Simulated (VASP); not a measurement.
Calculation: LDA (Ceperley-Alder, Perdew-Zunger), VASP's LDA PAW potentials (set 64) (plane waves; VASP).

VASP ran on this input.

KPOINTS:
```
Automatic mesh
0
Gamma
  9 9 9
```

INCAR:
```
SYSTEM = CdF2
PREC = Accurate
ENCUT = 520
EDIFF = 1E-7
NELM = 100
ALGO = Normal
LREAL = .FALSE.
LASPH = .TRUE.
ISMEAR = 0
SIGMA = 0.01
LMAXMIX = 4
LWAVE = .FALSE.
LCHARG = .FALSE.
LOPTICS = .TRUE.
NBANDS = 51
NEDOS = 1001
CSHIFT = 0.1
```

**POSCAR**
```
CdF2
1
    0.0000000000     2.6579661536     2.6579661536
    2.6579661536     0.0000000000     2.6579661536
    2.6579661536     2.6579661536     0.0000000000
Cd F
1 2
Direct
  0.0000000000   0.0000000000   0.0000000000
  0.2500000000   0.2500000000   0.2500000000
  0.7500000000   0.7500000000   0.7500000000
```

POTCAR, in this order: Cd F (LDA.64 set). Program: vasp_std.

What VASP printed:

**OSZICAR**
```
       N       E                     dE             d eps       ncg     rms          rms(c)
DAV:   1     0.245181458325E+03    0.24518E+03   -0.11521E+04  3674   0.521E+02
DAV:   2     0.203275530325E-01   -0.24516E+03   -0.22053E+03  3978   0.196E+02
DAV:   3    -0.141895157249E+02   -0.14210E+02   -0.14026E+02  4295   0.481E+01
DAV:   4    -0.142572893262E+02   -0.67774E-01   -0.67754E-01  4204   0.346E+00
DAV:   5    -0.142573753787E+02   -0.86052E-04   -0.86050E-04  4204   0.113E-01    0.109E+01
DAV:   6    -0.127838065755E+02    0.14736E+01   -0.81168E-01  4193   0.136E+01    0.872E+00
DAV:   7    -0.127710224897E+02    0.12784E-01   -0.36457E-01  4380   0.222E+00    0.462E+00
DAV:   8    -0.127392337878E+02    0.31789E-01   -0.46046E-02  4062   0.970E-01    0.644E-01
DAV:   9    -0.127363910389E+02    0.28427E-02   -0.37999E-03  4572   0.478E-01    0.879E-02
DAV:  10    -0.127365423404E+02   -0.15130E-03   -0.11294E-03  4062   0.167E-01    0.410E-02
DAV:  11    -0.127365362975E+02    0.60429E-05   -0.28718E-05  4193   0.523E-02    0.239E-02
DAV:  12    -0.127365307816E+02    0.55159E-05   -0.50045E-06  4372   0.104E-02    0.149E-02
DAV:  13    -0.127365305603E+02    0.22133E-06   -0.34075E-07  4155   0.264E-03    0.435E-03
DAV:  14    -0.127365303315E+02    0.22880E-06   -0.17958E-07  4260   0.314E-03    0.232E-04
DAV:  15    -0.127365303276E+02    0.38376E-08   -0.20532E-08  2126   0.693E-04
   1 F= -.12736530E+02 E0= -.12736530E+02  d E =-.208492E-32
 imaginary and real dielectric function
```

File OUTCAR:
```
------------------------ aborting loop because EDIFF is reached ----------------------------------------
  FORCE on cell =-STRESS in cart. coord.  units (eV):
  Direction    XX          YY          ZZ          XY          YZ          ZX
  --------------------------------------------------------------------------------------
  Total       -0.0161251     -0.0161251     -0.0161251     -0.0000000     -0.0000000      0.0000000
  in kB       -0.6879130     -0.6879130     -0.6879130     -0.0000000     -0.0000000      0.0000000
  external PRESSURE =      -0.6879130 kB  Pullay stress =       0.0000000 kB
  volume of cell :       37.56
      direct lattice vectors                 reciprocal lattice vectors
     0.000000000  2.657966154  2.657966154    -0.188113757  0.188113757  0.188113757
     2.657966154  0.000000000  2.657966154     0.188113757 -0.188113757  0.188113757
     2.657966154  2.657966154  0.000000000     0.188113757  0.188113757 -0.188113757
 POSITION                                       TOTAL-FORCE (eV/Angst)
 -----------------------------------------------------------------------------------
      0.00000      0.00000      0.00000        -0.000000      0.000000     -0.000000
      1.32898      1.32898      1.32898        -0.000000      0.000000      0.000000
      3.98695      3.98695      3.98695         0.000000     -0.000000      0.000000
 -----------------------------------------------------------------------------------
    total drift:                                0.000000      0.000000      0.000000
  FREE ENERGIE OF THE ION-ELECTRON SYSTEM (eV)
  ---------------------------------------------------
  free  energy   TOTEN  =       -12.7365303276 eV

  energy  without entropy=      -12.7365303276  energy(sigma->0) =      -12.73653033

 plasma frequency squared (from intraband transitions) (eV^2)
  --------------------------------------------------------------------------------------
       0.000      -0.000       0.000
      -0.000       0.000       0.000
       0.000       0.000       0.000

 plasma frequency squared (from interband transitions, int dw w eps(2)(w)) (eV^2)
  --------------------------------------------------------------------------------------
     686.682       0.000       0.000       0.000      -0.000       0.000
       0.000      -0.000     686.682       0.000       0.000      -0.000
      -0.000      -0.000       0.000       0.000     686.682       0.000
```
(Selected blocks of OUTCAR.)

The structure comes from a computed database's CdF2 entry (Fm-3m); how it stands against other phases isn't given here. It was relaxed first.
